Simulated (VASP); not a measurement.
Here is the system:

```yaml
crystal:
  lattice:
    - [0.00000, 2.57970, 2.57970]
    - [2.57970, 0.00000, 2.57970]
    - [2.57970, 2.57970, 0.00000]
  atoms:
    - { symbol: Li, position: [0.00000, 0.00000, 0.00000] }
    - { symbol: Cl, position: [0.50000, 0.50000, 0.50000] }
```

The numbers are results of r2SCAN+rVV10, VASP's PBE PAW potentials (set 64) (plane waves; VASP), not measurements. Numerical set-up: 520 eV cut-off, 9×9×9 Γ-centred mesh, Gaussian smearing of 0.050 eV, potentials Li_sv Cl.

### Question
Predict the energy per atom (σ→0), pressure, band gap (on the k-mesh) with the smallest direct gap where there is one.

### Answer

```
Property                                     Result
-----------------------------------  --------------
band gap (on the k-mesh)                    7.12 eV
smallest direct gap (on the k-mesh)         7.12 eV
energy per atom (σ→0)                -6.153 eV/atom
pressure                                  -2.10 GPa
```

Only differences to runs with the same potentials and settings are physical.

The compound is LiCl in the rock salt structure. This cell is one point of a volume scan, at 1.06 of the reference volume.
